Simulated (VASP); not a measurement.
VASP runs on PbI$_{2}$ (1T layered) share one base input (PBE GGA, plane waves, VASP's PBE PAW potentials (set 64)) and change the settings named in each case.

File POSCAR:
```
PbI2
1
    2.3256000000    -4.0280580000     0.0000000000
    2.3256000000     4.0280580000     0.0000000000
    0.0000000000     0.0000000000     7.1196000000
Pb I
1 2
Direct
  0.0000000000   0.0000000000   0.0000000000
  0.3333330000   0.6666670000   0.2680000000
  0.6666670000   0.3333330000   0.7320000000
```

### INCAR
```
SYSTEM=PbI2
PREC=Accurate; ENCUT=400; LREAL=F
LASPH=T
EDIFF=1E-6; NELM=100; ALGO=Normal
LMAXMIX=4
ISMEAR=0; SIGMA=0.05
GGA=PE
ISIF=2
LWAVE=F; LCHARG=F
```

KPOINTS:
```
Automatic mesh
0
Gamma
5 5 3
0 0 0
```

POTCAR, in this order: Pb_d I (PBE.64 set). Program: vasp_std.

```tsv
change	E(σ→0) (eV/atom)	−TS (eV)
base run	-2.8633	0.0000
NELECT = 27.5	-3.1695	-0.0077
NELECT = 27.9	-2.9279	-0.0032
NELECT = 27.98	-2.8764	-0.0012
NELECT = 28.02	-2.8343	-0.0007
NELECT = 28.1	-2.7129	-0.0013
NELECT = 28.5	-2.0640	-0.0030
```
 Charged cells carry a uniform compensating background. Unless said otherwise, spin-orbit coupling is left out, though it shifts the bands of the heavy elements here.

Left out are runs that ran out of time, are held back, or changed the cell or the kind of run, fixed moments of cells without a moment, rows past the twelfth, gaps on odd meshes, pressures of charged cells and columns that move by less than the noise.

The compound is PbI2 in the 1T layered structure. The cell was not relaxed at this level.
